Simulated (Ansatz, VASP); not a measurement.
# Two plane-wave programs on Bi3As5

File INCAR:

```
PREC = Accurate ; ENCUT = 600
EDIFF = 1E-7 ; ISMEAR = 0
SIGMA = 0.1 ; LREAL = False
LASPH = True ; NELM = 100
ALGO = Normal ; ISIF = 3
LWAVE = False ; LCHARG = False
GGA = PE ; IBRION = 2
NSW = 100 ; EDIFFG = -0.01
```

The input KPOINTS:

```
Automatic mesh
0
Gamma
  8 8 8
```

Contents of POSCAR:

```
Bi3As5
1.0
   -3.6242912519      3.6242912519      3.6242912519
    3.6242912519     -3.6242912519      3.6242912519
    3.6242912519      3.6242912519     -3.6242912519
Bi As
3 5
Direct
    0.0000000000      0.5000000000      0.5000000000
    0.5000000000      0.5000000000      0.0000000000
    0.5000000000      0.0000000000      0.5000000000
    0.0000000000      0.0000000000      0.0000000000
    0.0000000000      0.0000000000      0.5000000000
    0.0000000000      0.5000000000      0.0000000000
    0.5000000000      0.0000000000      0.0000000000
    0.5000000000      0.5000000000      0.5000000000
```

Input for Ansatz:

```yaml
crystal:
  lattice:
    - [-3.6242912519, 3.6242912519, 3.6242912519]
    - [3.6242912519, -3.6242912519, 3.6242912519]
    - [3.6242912519, 3.6242912519, -3.6242912519]
  atoms:
    - { symbol: Bi, position: [0.0, 0.5, 0.5] }
    - { symbol: Bi, position: [0.5, 0.5, 0.0] }
    - { symbol: Bi, position: [0.5, 0.0, 0.5] }
    - { symbol: As, position: [0.0, 0.0, 0.0] }
    - { symbol: As, position: [0.0, 0.0, 0.5] }
    - { symbol: As, position: [0.0, 0.5, 0.0] }
    - { symbol: As, position: [0.5, 0.0, 0.0] }
    - { symbol: As, position: [0.5, 0.5, 0.5] }
basis:
  ecutwfc: 420
kpoints:
  mp_grid: { grid: [8, 8, 8] }
hamiltonian:
  xc: pbe
scf:
  occupations: { method: gaussian, width: 0.1 }
output:
  forces: true
  stress: true
  eigenvalues: true
  write_density: true
  write_potential: true
  elf: true
  volumetric_format: npy
relax:
  adjacent_minimum: "off"
  f_tol: 0.01
  max_steps: 80
  cell: { stress_tol: 0.05 }
```

Change from the starting cell: species swapped into the Fe5Co3 type (Im-3m, No. 229).

Alike in both runs: task relaxation of cell and atoms; functional PBE; k mesh 8 × 8 × 8; occupations gaussian, width 0.1 eV; no spin polarisation.

|  | VASP | Ansatz |
| --- | --- | --- |
| version | VASP 6.6.1 | Ansatz 0.2.0 |
| potentials or method | VASP PAW PBE potentials, release 64 (Bi_d, As) | scalar-relativistic, plane waves, PAW |
| plane-wave cutoff (eV) | 600 | 420 |
| valence electrons in the cell | 70 | 120 |

|  | VASP | Ansatz | Ansatz less VASP |
| --- | --- | --- | --- |
| gap on the k mesh at the Fermi level, each at its own relaxed structure (eV) | none | none | - |
| relaxed volume (Å³/atom) | 23.73 | 23.75 | +0.012 |
| relaxed cell length with the largest relative difference (Å) | 6.271 | 6.272 | +0.0010 |

A gap of «none» marks a metal or a gap that the smearing closes. The two sets of potentials don't hold the same shells in valence.

Caveats: spin-orbit coupling is left out, which moves the levels of the heavy elements.
